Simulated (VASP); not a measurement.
# FTl in VASP: further runs, part 2 of 2

VASP 6.6.1. The steps go on from the part before.

## (3) Relaxation of the atoms, PBE (atoms moved at random, drawn with an rms of 0.02 Å)

File INCAR:

```
ALGO     = Normal         # electronic algorithm
EDIFF    = 1E-6           # SCF threshold, eV
EDIFFG   = -0.01          # ionic threshold
ENCUT    = 520            # plane-wave cutoff, eV
GGA      = PE             # functional
IBRION   = 2              # ionic algorithm
ISIF     = 2              # what is computed and relaxed
ISMEAR   = 0              # smearing method
LASPH    = True           # aspherical terms in the spheres
LCHARG   = False          # write CHGCAR
LREAL    = False          # projectors in reciprocal space
LWAVE    = False          # write WAVECAR
NELM     = 80             # most SCF steps
NSW      = 60             # ionic steps
PREC     = Accurate       # precision mode
SIGMA    = 0.01           # smearing width, eV
```

File KPOINTS:

```
k-points
0
Gamma
  1 1 1
```

File POSCAR:

```
TlF
1.0
    9.0000000000      0.0000000000      0.0000000000
    0.0000000000      9.0000000000      0.0000000000
    0.0000000000      0.0000000000     12.0000000000
F Tl
1 1
Direct
    0.5028760000      0.5001470000      0.4156260000
    0.5032160000      0.5025550000      0.5887560000
```

Potentials or basis: VASP PAW PBE potentials, release 64 (F, Tl_d).

On the command line:

```sh
$ cat potpaw_PBE.64/F/POTCAR potpaw_PBE.64/Tl_d/POTCAR > POTCAR
$ mpirun -np 1 vasp_gam > vasp.out
```

OUTCAR:

```text
EDIFF = 1E-6
   EDIFFG = -0.01
   ENCUT = 520
   GGA = PE
   IBRION = 2
   ISIF = 2
   ISMEAR = 0
   LASPH = True
   LREAL = False
   NELM = 80
   NSW = 60
   PREC = Accurate

 ion  position               nearest neighbor table
   1  0.503  0.500  0.416-   2 2.08
   2  0.503  0.503  0.589-   1 2.08

  LATTYP: Found a simple tetragonal cell.
 ALAT       =     9.0000000000
 C/A-ratio  =     1.3333333333

  Lattice vectors:

 A1 = (   9.0000000000,   0.0000000000,   0.0000000000)
 A2 = (   0.0000000000,   9.0000000000,   0.0000000000)
 A3 = (   0.0000000000,   0.0000000000,  12.0000000000)

Analysis of symmetry for initial positions (statically):
=====================================================================
 Subroutine PRICEL returns:
 Original cell was already a primitive cell.

 Routine SETGRP: Setting up the symmetry group for a
 simple tetragonal supercell.

 Subroutine GETGRP returns: Found  1 space group operations
 (whereof  1 operations were pure point group operations)
 out of a pool of 16 trial point group operations.

The static configuration has the point symmetry C_1 .

Analysis of symmetry for dynamics (positions and initial velocities):
=====================================================================
 Subroutine PRICEL returns:
 Original cell was already a primitive cell.

 Routine SETGRP: Setting up the symmetry group for a
 simple tetragonal supercell.

 Subroutine GETGRP returns: Found  1 space group operations
 (whereof  1 operations were pure point group operations)
 out of a pool of 16 trial point group operations.

The dynamic configuration has the point symmetry C_1 .

 Subroutine INISYM returns: Found  1 space group operations
 (whereof  1 operations are pure point group operations),
 and found     1 'primitive' translations

----------------------------------------------------------------------------------------

                                     Primitive cell

  volume of cell :     972.0000

  direct lattice vectors                    reciprocal lattice vectors
     9.000000000  0.000000000  0.000000000     0.111111111  0.000000000  0.000000000
     0.000000000  9.000000000  0.000000000     0.000000000  0.111111111  0.000000000
     0.000000000  0.000000000 12.000000000     0.000000000  0.000000000  0.083333333

  length of vectors
     9.000000000  9.000000000 12.000000000     0.111111111  0.111111111  0.083333333

  position of ions in fractional coordinates (direct lattice)
     0.502876000  0.500147000  0.415626000
     0.503216000  0.502555000  0.588756000

  ion indices of the primitive-cell ions
   primitive index   ion index
                 1           1
                 2           2

----------------------------------------------------------------------------------------

 KPOINTS: k-points

Automatic generation of k-mesh.
 Grid dimensions read from file:
 generate k-points for:    1    1    1

 Generating k-lattice:

  Cartesian coordinates                     Fractional coordinates (reciprocal lattice)
     0.111111111  0.000000000  0.000000000     1.000000000  0.000000000  0.000000000
     0.000000000  0.111111111  0.000000000     0.000000000  1.000000000  0.000000000
     0.000000000  0.000000000  0.083333333     0.000000000  0.000000000  1.000000000

  Length of vectors
     0.111111111  0.111111111  0.083333333

  Shift w.r.t. Gamma in fractional coordinates (k-lattice)
     0.000000000  0.000000000  0.000000000

 Subroutine IBZKPT returns following result:
 ===========================================

 Found      1 irreducible k-points:

 Following reciprocal coordinates:
            Coordinates               Weight
  0.000000  0.000000  0.000000      1.000000
   k-points           NKPTS =      1   k-points in BZ     NKDIM =      1   number of bands    NBANDS=     14
   number of dos      NEDOS =    301   number of ions     NIONS =      2
   total plane-waves  NPLWV = 441000
   dimension x,y,z NGX =    70 NGY =   70 NGZ =   90
   dimension x,y,z NGXF=   140 NGYF=  140 NGZF=  180
   ions per type =               1   1
   NGX,Y,Z   is equivalent  to a cutoff of  12.93, 12.93, 12.47 a.u.
   NGXF,Y,Z  is equivalent  to a cutoff of  25.86, 25.86, 24.94 a.u.
 SYSTEM =  unknown system
   PREC   = accura    normal or accurate (medium, high low for compatibility)
   ISTART =      0    job   : 0-new  1-cont  2-samecut
   ICHARG =      2    charge: 1-file 2-atom 10-const
   ISPIN  =      1    spin polarized calculation?
   LNONCOLLINEAR =      F non collinear calculations
   LSORBIT =      F    spin-orbit coupling
   LASPH  =      T    aspherical Exc in radial PAW
   ENCUT  =  520.0 eV  38.22 Ry    6.18 a.u.  16.73 16.73 22.31*2*pi/ulx,y,z
   NELM   =     80;   NELMIN=  2; NELMDL= -5     # of ELM steps
   EDIFF  = 0.1E-05   stopping-criterion for ELM
   LREAL  =      F    real-space projection
   EDIFFG = -.1E-01   stopping-criterion for IOM
   NSW    =     60    number of steps for IOM
   IBRION =      2    ionic relax: 0-MD 1-quasi-New 2-CG
   NFREE  =      1    steps in history (QN), initial steepest desc. (CG)
   ISIF   =      2    stress and relaxation
   ISYM   =      2    0-nonsym 1-usesym 2-fastsym
   POTIM  = 0.5000    time-step for ionic-motion
   TEBEG  =    0.0;   TEEND  =   0.0 temperature during run
   PSTRESS=    0.0 pullay stress
   NELECT =      20.0000    total number of electrons
   NUPDOWN=      -1.0000    fix difference up-down
   EMIN   =  10.00;   EMAX   =-10.00  energy-range for DOS
   EFERMI =   0.00;   METHOD = LEGACY
   ISMEAR =     0;   SIGMA  =   0.01  broadening in eV -4-tet -1-fermi 0-gaus
   EFERMI_NEDOS =   21; number of points for ismear=-14 and -15
   IALGO  =     38    algorithm
   IMIX   =      4    mixing-type and parameters
     AMIX     =   0.40;   BMIX     =  1.00
     AMIX_MAG =   1.60;   BMIX_MAG =  1.00
  volume/ion in A,a.u.               =     486.00      3279.69
  Fermi-wavevector in a.u.,A,eV,Ry     =   0.448604  0.847738  2.738107  0.201245
  Thomas-Fermi vector in A             =   1.428188
   LORBIT       =      0    0 simple, 1 ext, 2 COOP (PROOUT), +10 PAW based schemes
   GGA     = PE    functional components
   LHFCALC =     F    Hartree Fock is set to
   AEXX    =    0.0000 exact exchange contribution
   IVDW    =     0    specifies the selected vdW correction
   LEPSILON=     F    determine dielectric tensor
   LRPA    =     F    only Hartree local field effects (RPA)
 conjugate gradient relaxation of ions
 non-spin polarized calculation
 Gauss-broadening in eV      SIGMA  =   0.01
  energy-cutoff  :      520.00
  volume of cell :      972.00
 maximum number of plane-waves:     13093
 NGX is ok and might be reduce to    70
   NGX = 33   NGY = 33   NGZ = 45

--------------------------------------- Ionic step        1  -------------------------------------------

 number of electron      20.0000007 magnetization

 Free energy of the ion-electron system (eV)
  ---------------------------------------------------
  ext. energy  EPLUGINS =         0.00000000
  ---------------------------------------------------
  free energy    TOTEN  =        -6.39630846 eV

  energy without entropy =       -6.39630846  energy(sigma->0) =       -6.39630846

------------------------ aborting loop because EDIFF is reached ----------------------------------------

  FORCE on cell =-STRESS in cart. coord.  units (eV):
  Direction    XX          YY          ZZ          XY          YZ          ZX
  --------------------------------------------------------------------------------------
  -------------------------------------------------------------------------------------
  Total       -0.0265859     -0.0272195      1.5361062      0.0000084      0.0181679      0.0026402
  in kB       -0.0438224     -0.0448667      2.5320108      0.0000138      0.0299466      0.0043519
  external PRESSURE =       0.8144406 kB  Pullay stress =       0.0000000 kB
[... 57 lines left out ...]
  energy  without entropy=       -6.4149678573  energy(sigma->0) =       -6.41496786

--------------------------------------- Ionic step        3  -------------------------------------------

 number of electron      20.0000010 magnetization

 Free energy of the ion-electron system (eV)
  ---------------------------------------------------
  ext. energy  EPLUGINS =         0.00000000
  ---------------------------------------------------
  free energy    TOTEN  =        -6.41765448 eV

  energy without entropy =       -6.41765448  energy(sigma->0) =       -6.41765448

 E-fermi :  -6.2624     XC(G=0):  -1.0541

 val. band max:       -6.3096827517   @ k =   0.0000   0.0000   0.0000
 cond. band min:      -1.8829176194   @ k =   0.0000   0.0000   0.0000
 fundamental gap:      4.4267651323
 Fermi energy:        -6.2624319235

 k-point     1 :       0.0000    0.0000    0.0000
  band No.  band energies     occupation
      1     -25.4501      2.00000
      2     -15.5216      2.00000
      3     -15.5215      2.00000
      4     -15.2864      2.00000
      5     -15.2864      2.00000
      6     -15.1996      2.00000
      7      -9.7965      2.00000
      8      -6.6606      2.00000
      9      -6.6606      2.00000
     10      -6.3097      2.00000
     11      -1.8829      0.00000
     12      -1.8829      0.00000
     13      -0.4400      0.00000
     14      -0.1532      0.00000
[... 27 lines left out ...]
  FREE ENERGIE OF THE ION-ELECTRON SYSTEM (eV)
  ---------------------------------------------------
  free  energy   TOTEN  =        -6.4176544845 eV

  energy  without entropy=       -6.4176544845  energy(sigma->0) =       -6.41765448

 reached required accuracy - stopping structural energy minimisation
```

Run time: 1.7 min. Hardware: 1 thread of Intel Xeon 6975P-C (Granite Rapids), shared host; peak memory 0.88 GiB.

Results:

```
Free energy                     : -6.4177 eV
Energy gained by relaxing       : 10.7 meV/atom
Ionic steps                     : 3
Gap between the frontier levels : 4.43 eV
```

Step by step:
```tsv
step	energy change (eV)	largest force (eV/Å)	pressure (GPa)
1	0.0000	0.7988	0.08
2	-0.0187	0.2494	-0.04
3	-0.0213	0.0012	-0.01
```

Final structure:
```
F Tl
1.0
     9.00000    0.00000    0.00000
     0.00000    9.00000    0.00000
     0.00000    0.00000   12.00000
F Tl
1 1
Direct
  0.50287 0.50011 0.41330
  0.50322 0.50259 0.59108
```

Levels at points of the mesh, in eV from the valence-band top:
```csv
k point,band 6,band 7,band 8,band 9,band 10,band 11,band 12,band 13,band 14
"(0.00, 0.00, 0.00)",-8.89,-3.49,-0.35,-0.35,0.00,4.43,4.43,5.87,6.16
```

Caveat: spin-orbit coupling is left out, which as a rule narrows the gap of such compounds by several tenths of an eV.

## (4) The reference run

An earlier run on the cell as given: functional PBE; potentials or basis VASP PAW PBE potentials, release 64 (F, Tl_d); cutoff 520 eV; k mesh 1 × 1 × 1; occupations gaussian, width 0.01 eV; no spin polarisation.

* Largest force: 0.690 eV/Å
* Gap between the frontier levels: 4.50 eV

## (5) The runs side by side

```tsv
task	cell	gap on the mesh (eV)	largest force (eV/Å)
single point	atoms moved at random, drawn with an rms of 0.05 Å	4.56	1.91
relaxation of the atoms	atoms relaxed from: atoms moved at random, drawn with an rms of 0.02 Å	4.43	-
single point	as given	4.50	0.69
```

Alike in all rows: level PBE; potentials or basis VASP PAW PBE potentials, release 64 (F, Tl_d); no spin polarisation; k mesh 1 × 1 × 1; cutoff (eV) 520; smearing gaussian 0.01 eV.

Caveats: spin-orbit coupling is left out, which as a rule narrows the gap of such compounds by several tenths of an eV.

Absolute energies hang on the potentials; compare differences alone.
